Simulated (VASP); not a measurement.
# BH3 in VASP: further runs, part 2 of 2

VASP 6.6.1. The steps go on from the part before.

### 3 Relaxation of the atoms, PBE (atoms moved at random, drawn with an rms of 0.02 Å)

Input file INCAR:

```
  ALGO = Normal
  EDIFF = 1E-6
  EDIFFG = -0.01
  ENCUT = 520
  GGA = PE
  IBRION = 2
  ISIF = 2
  ISMEAR = 0
  LASPH = True
  LCHARG = False
  LREAL = False
  LWAVE = False
  NELM = 60
  NSW = 40
  PREC = Accurate
  SIGMA = 0.01
```

Input file KPOINTS:

```
k-points
0
Gamma
  1 1 1
```

Input file POSCAR:

```
BH3
1.0
   11.0000000000      0.0000000000      0.0000000000
    0.0000000000     11.0000000000      0.0000000000
    0.0000000000      0.0000000000     11.0000000000
B H
1 3
Direct
    0.4870300000      0.5202640000      0.5066680000
    0.5758100000      0.5558290000      0.5576660000
    0.4610460000      0.4135010000      0.5097230000
    0.4264950000      0.5903390000      0.4490110000
```

Potentials or basis: VASP PAW PBE potentials, release 64 (B, H).

On the command line:

```bash
cat potpaw_PBE.64/B/POTCAR potpaw_PBE.64/H/POTCAR > POTCAR
mpirun -np 1 vasp_gam > vasp.out
```

Run time: 5.7 min. Hardware: 1 thread of Intel Xeon Platinum 8488C (Sapphire Rapids), shared host; peak memory 1.1 GiB.

It converged, with:

| Item | Value |
| --- | --- |
| Free energy | -15.8781 eV |
| Energy gained by relaxing | 0.9 meV/atom |
| Ionic steps | 11 |
| Largest force after relaxing | 0.006 eV/Å |
| Gap between the frontier levels | 5.41 eV |

Forces in eV/Å, atoms in the order of the input:
```
B    0.002 -0.005  0.000
H    0.000  0.001  0.001
H    0.000 -0.001  0.001
H   -0.002  0.005 -0.002
```

The path:
| step | energy change (eV) | largest force (eV/Å) | pressure (GPa) |
| --- | --- | --- | --- |
| 1 | 0.0000 | 0.3312 | -0.01 |
| 2 | 0.0011 | 0.5796 | 0.00 |
| 3 | -0.0022 | 0.1589 | -0.01 |
| 4 | -0.0032 | 0.0421 | 0.00 |
| 5 | -0.0033 | 0.0402 | 0.00 |
| 6 | -0.0033 | 0.0386 | 0.00 |
| 7 | -0.0034 | 0.0175 | -0.01 |
| 8 | -0.0034 | 0.0236 | -0.01 |
| 9 | -0.0034 | 0.0299 | -0.01 |
| 10 | -0.0034 | 0.0184 | -0.01 |
| 11 | -0.0034 | 0.0058 | -0.01 |

Final structure:
```
B H
1.0
    11.00000    0.00000    0.00000
     0.00000   11.00000    0.00000
     0.00000    0.00000   11.00000
B H
1 3
Direct
  0.48759 0.52000 0.50578
  0.57609 0.55571 0.55832
  0.46076 0.41449 0.50977
  0.42594 0.58973 0.44920
```

Levels at points of the mesh, in eV from the valence-band top:
```tsv
k point	band 1	band 2	band 3	band 4	band 5	band 6	band 7
(0.00, 0.00, 0.00)	-4.11	0.00	0.00	5.41	8.08	9.24	9.26
```

### 4 Atomic charges, PBE+TS

Input file INCAR:

```
SYSTEM = BH3
  ALGO = Normal
  EDIFF = 1E-6
  ENCUT = 520
  GGA = PE
  ISIF = 2
  ISMEAR = 0
  IVDW = 2
  LASPH = .True.
  LCHARG = .True.
  LELF = .True.
  LORBIT = 11
  LREAL = .False.
  LVACPOTAV = .True.
  LVHAR = .True.
  LWAVE = .False.
  NELM = 80
  PREC = Accurate
  SIGMA = 0.01
```

Input file KPOINTS:

```
k-points
0
Gamma
  1 1 1
  0 0 0
```

Input file POSCAR:

```
BH3
1.0
   11.0000000000      0.0000000000      0.0000000000
    0.0000000000     11.0000000000      0.0000000000
    0.0000000000      0.0000000000     11.0000000000
B H
1 3
Direct
    0.4880000000      0.5199409100      0.5052681800
    0.5760272700      0.5560136400      0.5574409100
    0.4616272700      0.4147863600      0.5096409100
    0.4263363600      0.5890318200      0.4487409100
```

On the command line:

```bash
cat potpaw_PBE.64/B/POTCAR potpaw_PBE.64/H/POTCAR > POTCAR
mpirun -np 1 vasp_gam > vasp.out
```

Wall time 77 s (1 thread of Intel Xeon Platinum 8488C (Sapphire Rapids), shared host); peak memory 0.97 GiB.

Results (log left out):

```yaml
Free_energy: -15.8784 eV
Largest_force: 0.118 eV/Å
Gap_between_the_frontier_levels: 5.43 eV
Valence_electrons_inside_the_program's_atomic_spheres: B 1.91; H 0.64
Hirshfeld_charges: B +0.15; H -0.05 e
Dispersion_energy_per_atom: 0.000 eV
```

Forces on the atoms (eV/Å):
```
B    0.000 -0.001  0.001
H    0.095  0.039  0.056
H   -0.028 -0.113  0.005
H   -0.067  0.075 -0.062
```

Levels at points of the mesh, in eV from the valence-band top:
| k point | band 1 | band 2 | band 3 | band 4 | band 5 | band 6 | band 7 |
| --- | --- | --- | --- | --- | --- | --- | --- |
| (0.00, 0.00, 0.00) | -4.12 | 0.00 | 0.00 | 5.43 | 8.09 | 9.25 | 9.27 |

### 5 Electron localisation function, PBE

Input file INCAR:

```
SYSTEM = BH3
PREC = Accurate
ENCUT = 520
EDIFF = 1E-6
ISMEAR = 0
SIGMA = 0.01
LREAL = .False.
LASPH = .True.
NELM = 80
ALGO = Normal
ISIF = 2
LWAVE = .False.
LCHARG = .True.
GGA = PE
LELF = .True.
```

Input file KPOINTS:

```
regular mesh
0
Gamma
  1 1 1
  0 0 0
```

POSCAR is that of step 4.

Potentials or basis: VASP PAW PBE potentials, release 64 (B, H).

On the command line:

```bash
cat potpaw_PBE.64/B/POTCAR potpaw_PBE.64/H/POTCAR > POTCAR
mpirun -np 1 vasp_gam > vasp.out
```

OUTCAR:

```text
SYSTEM = BH3
   PREC = Accurate
   ENCUT = 520
   EDIFF = 1E-6
   ISMEAR = 0
   LREAL = .False.
   LASPH = .True.
   NELM = 80
   ISIF = 2
   GGA = PE

 ion  position               nearest neighbor table
   1  0.488  0.520  0.505-   4 1.19   2 1.19   3 1.19
   2  0.576  0.556  0.557-   1 1.19
   3  0.462  0.415  0.510-   1 1.19
   4  0.426  0.589  0.449-   1 1.19

  LATTYP: Found a simple cubic cell.
 ALAT       =    11.0000000000

  Lattice vectors:

 A1 = (  11.0000000000,   0.0000000000,   0.0000000000)
 A2 = (   0.0000000000,  11.0000000000,   0.0000000000)
 A3 = (   0.0000000000,   0.0000000000,  11.0000000000)

Analysis of symmetry for initial positions (statically):
=====================================================================
 Subroutine PRICEL returns:
 Original cell was already a primitive cell.

 Routine SETGRP: Setting up the symmetry group for a
 simple cubic supercell.

 Subroutine GETGRP returns: Found  1 space group operations
 (whereof  1 operations were pure point group operations)
 out of a pool of 48 trial point group operations.
[... 141 lines left out ...]
  free energy    TOTEN  =       -15.87730633 eV

  energy without entropy =      -15.87730633  energy(sigma->0) =      -15.87730633

 E-fermi :  -8.3018     XC(G=0):  -0.5471

 val. band max:       -8.3814571315   @ k =   0.0000   0.0000   0.0000
 cond. band min:      -2.9548716155   @ k =   0.0000   0.0000   0.0000
 fundamental gap:      5.4265855159
 Fermi energy:        -8.3017769970

 k-point     1 :       0.0000    0.0000    0.0000
  band No.  band energies     occupation
      1     -12.4991      2.00000
      2      -8.3816      2.00000
      3      -8.3815      2.00000
      4      -2.9549      0.00000
      5      -0.2897      0.00000
      6       0.8712      0.00000
      7       0.8913      0.00000

------------------------ aborting loop because EDIFF is reached ----------------------------------------

  FORCE on cell =-STRESS in cart. coord.  units (eV):
  Direction    XX          YY          ZZ          XY          YZ          ZX
  --------------------------------------------------------------------------------------
  -------------------------------------------------------------------------------------
  Total        0.0929906      0.1475472      0.0229155      0.0182544     -0.0280796      0.0890873
  in kB        0.1119365      0.1776084      0.0275843      0.0219736     -0.0338005      0.1072379
  external PRESSURE =       0.1057097 kB  Pullay stress =       0.0000000 kB

 VOLUME and BASIS-vectors are now :
 -----------------------------------------------------------------------------
  energy-cutoff  :      520.00
  volume of cell :     1331.00
      direct lattice vectors                 reciprocal lattice vectors
    11.000000000  0.000000000  0.000000000     0.090909091  0.000000000  0.000000000
     0.000000000 11.000000000  0.000000000     0.000000000  0.090909091  0.000000000
     0.000000000  0.000000000 11.000000000     0.000000000  0.000000000  0.090909091

 POSITION                                       TOTAL-FORCE (eV/Angst)
 -----------------------------------------------------------------------------------
      5.36800      5.71935      5.55795        -0.000062     -0.000584      0.001116
      6.33630      6.11615      6.13185         0.093041      0.037962      0.054940
      5.07790      4.56265      5.60605        -0.027583     -0.110809      0.004413
      4.68970      6.47935      4.93615        -0.065396      0.073430     -0.060469
 -----------------------------------------------------------------------------------
    total drift:                               -0.000174     -0.000169     -0.000104

  FREE ENERGIE OF THE ION-ELECTRON SYSTEM (eV)
  ---------------------------------------------------
  free  energy   TOTEN  =       -15.8773063262 eV

  energy  without entropy=      -15.8773063262  energy(sigma->0) =      -15.87730633
```

OSZICAR:

```text
N       E                     dE             d eps       ncg     rms          rms(c)
DAV:   1     0.362077380789E+02    0.36208E+02   -0.10224E+03    14   0.369E+02
DAV:   2    -0.104422168815E+01   -0.37252E+02   -0.37252E+02    28   0.377E+01
DAV:   3    -0.175499098775E+02   -0.16506E+02   -0.16506E+02    21   0.583E+01
[... 11 lines left out ...]
DAV:  15    -0.158772059551E+02   -0.37727E-03   -0.33897E-05    14   0.305E-02    0.237E-03
DAV:  16    -0.158772837041E+02   -0.77749E-04   -0.29687E-06    28   0.971E-03    0.568E-04
DAV:  17    -0.158772976865E+02   -0.13982E-04   -0.37505E-07    28   0.314E-03    0.376E-04
DAV:  18    -0.158773054761E+02   -0.77896E-05   -0.22026E-07    28   0.240E-03    0.225E-04
DAV:  19    -0.158773063262E+02   -0.85010E-06   -0.19076E-08    14   0.769E-04
   1 F= -.15877306E+02 E0= -.15877306E+02  d E =-.266504E-29
```

Wall time 64 s (1 thread of Intel Xeon Platinum 8488C (Sapphire Rapids), shared host); peak memory 0.94 GiB.

What came out:

| Property | Result |
| --- | --- |
| Free energy | -15.8773 eV |
| Largest force | 0.115 eV/Å |
| Gap between the frontier levels | 5.43 eV |

Forces on the atoms (eV/Å):
```
B    0.000 -0.001  0.001
H    0.093  0.038  0.055
H   -0.028 -0.111  0.004
H   -0.065  0.073 -0.060
```

### 6 Single point, PBE0

Input file POSCAR:

```
BH3
1.0
   11.0000000000      0.0000000000      0.0000000000
    0.0000000000     11.0000000000      0.0000000000
    0.0000000000      0.0000000000     11.0000000000
B H
1 3
Cartesian
    5.3680000000      5.7193500100      5.5579499800
    6.3362999700      6.1161500400      6.1318500100
    5.0778999700      4.5626499600      5.6060500100
    4.6896999600      6.4793500200      4.9361500100
```

Input file INCAR.step1:

```
PREC = Accurate ; ENCUT = 400
EDIFF = 1E-5 ; ISMEAR = 0
SIGMA = 0.01 ; LREAL = False
LASPH = True ; NELM = 100
ALGO = Normal ; ISIF = 2
LWAVE = True ; GGA = PE
```

Input file INCAR.step2:

```
PREC = Accurate ; ENCUT = 400
EDIFF = 1E-6 ; ISMEAR = 0
SIGMA = 0.01 ; LREAL = False
LASPH = True ; NELM = 100
ALGO = Normal ; ISIF = 2
LWAVE = False ; LCHARG = True
GGA = PE ; LHFCALC = True
AEXX = 0.25 ; PRECFOCK = Fast
LELF = True ; LVHAR = True
LVACPOTAV = True ; ISTART = 1
```

Input file KPOINTS:

```
regular mesh
0
Gamma
  1 1 1
```

Potentials or basis: VASP PAW PBE potentials, release 64 (B_s, H_s).

On the command line:

```bash
cat potpaw_PBE.64/B_s/POTCAR potpaw_PBE.64/H_s/POTCAR > POTCAR
cp INCAR.step1 INCAR
mpirun -np 1 vasp_gam > vasp.out
cp INCAR.step2 INCAR
mpirun -np 1 vasp_gam > vasp.out
```

Run time: 56 s. Hardware: 1 thread of Intel Xeon Platinum 8488C (Sapphire Rapids), shared host; peak memory 0.74 GiB.

The run converged. Its results:

| Quantity | Value |
| --- | --- |
| Free energy | -19.1830 eV |
| Largest force | 0.034 eV/Å |
| Gap between the frontier levels | 7.98 eV |

Forces in eV/Å, atoms in the order of the input:
```
B   -0.001  0.004  0.007
H   -0.018 -0.008 -0.012
H    0.014  0.031 -0.005
H    0.006 -0.027  0.011
```

Levels at points of the mesh, in eV from the valence-band top:
```csv
k point,band 1,band 2,band 3,band 4,band 5,band 6
"(0.00, 0.00, 0.00)",-4.53,0.00,0.00,7.98,9.67,10.87
```

Caveat: the PAW data sets were made with another functional, which shifts forces and pressure a little.

### 7 Overview

```csv
task,level,potentials or basis,cell,cutoff (eV),grid for exact exchange (PRECFOCK),exchange at q = 0,gap on the mesh (eV),largest force (eV/Å)
single point,PBE,"VASP PAW PBE potentials, release 64 (B, H)","atoms moved at random, drawn with an rms of 0.05 Å",520,-,-,5.08,2.17
relaxation of the atoms,PBE,"VASP PAW PBE potentials, release 64 (B, H)","atoms relaxed from: atoms moved at random, drawn with an rms of 0.02 Å",520,-,-,5.41,0.01
atomic charges,PBE+TS,"VASP PAW PBE potentials, release 64 (B, H)",as given,520,-,-,5.43,0.12
electron localisation function,PBE,"VASP PAW PBE potentials, release 64 (B, H)",as given,520,-,-,5.43,0.12
single point,PBE0,"VASP PAW PBE potentials, release 64 (B_s, H_s)",as given,400,Fast,default,7.98,0.03
```

Alike in all rows: no spin polarisation; k mesh 1 × 1 × 1; smearing gaussian 0.01 eV.

Caveats: the PAW data sets were made with another functional, which shifts forces and pressure a little (some runs).

Absolute energies hang on the potentials; compare differences alone.
